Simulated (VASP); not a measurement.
Shape and ions are relaxed at each volume.

Energy against volume of Lu (hcp). Calculation: revTPSS meta-GGA, VASP's PBE PAW potentials (set 64) (plane waves; VASP).

| V (Å³/atom) | E (eV/atom) |
|---|---|
| 26.457 | 31.83444 |
| 27.302 | 31.81978 |
| 28.146 | 31.81437 |
| 28.990 | 31.81708 |
| 29.835 | 31.82697 |

Fit a third-order Birch-Murnaghan equation of state.

```json
{
  "volume_per_atom": "28.27 Å^3/atom",
  "bulk_modulus": "50.7 GPa",
  "pressure_derivative_of_the_bulk_modulus": "3.21"
}
```

Measured: bulk modulus 47.6 GPa (computed value off by +6.5 %), as given by Wikipedia, Lutetium (infobox). The calculation is for a static lattice, while the measured bulk modulus holds thermal and zero-point effects, which are part of the difference.

The compound is Lu in the hcp structure. It was relaxed first.
